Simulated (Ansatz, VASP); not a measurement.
# One calculation of SiAs5, two programs

```
CELL_PARAMETERS angstrom
5.83241 0.00000 0.00000
-2.91621 5.05102 0.00000
0.00000 0.00000 5.26928
ATOMIC_POSITIONS crystal
Si 0.00000 0.00000 0.50000
As 0.66053 0.00000 0.00000
As 0.00000 0.66053 0.00000
As 0.33947 0.33947 0.00000
As 0.33333 0.66667 0.50000
As 0.66667 0.33333 0.50000
```

Change from the starting cell: species swapped into the Hf5Sc type (P-62m, No. 189).

Alike in both runs: task single point; functional PBE; k mesh 3 × 3 × 4; occupations gaussian, width 0.1 eV; no spin polarisation.

|  | VASP | Ansatz |
| --- | --- | --- |
| version | VASP 6.6.1 | Ansatz 0.2.0 |
| potentials or method | VASP PAW PBE potentials, release 64 (Si, As) | scalar-relativistic, plane waves, PAW |
| plane-wave cutoff (eV) | 520 | 420 |
| valence electrons in the cell | 29 | 79 |

```tsv
	VASP	Ansatz	Ansatz less VASP
gap on the k mesh at the Fermi level (eV)	none	none	-
pressure (GPa)	-12.7	-12.7	+0.01
largest component of the traceless stress (GPa)	1.62	1.62	+0.002
rms of the force components (eV/Å)	0.020	0.020	-0.0003
```

Atom by atom the forces differ by 0.000 eV/Å (rms over components). A gap of «none» marks a metal or a gap that the smearing closes. The two sets of potentials don't hold the same shells in valence.

Caveats: the k mesh is coarse (spacing up to 0.41 Å⁻¹), so the values aren't converged.
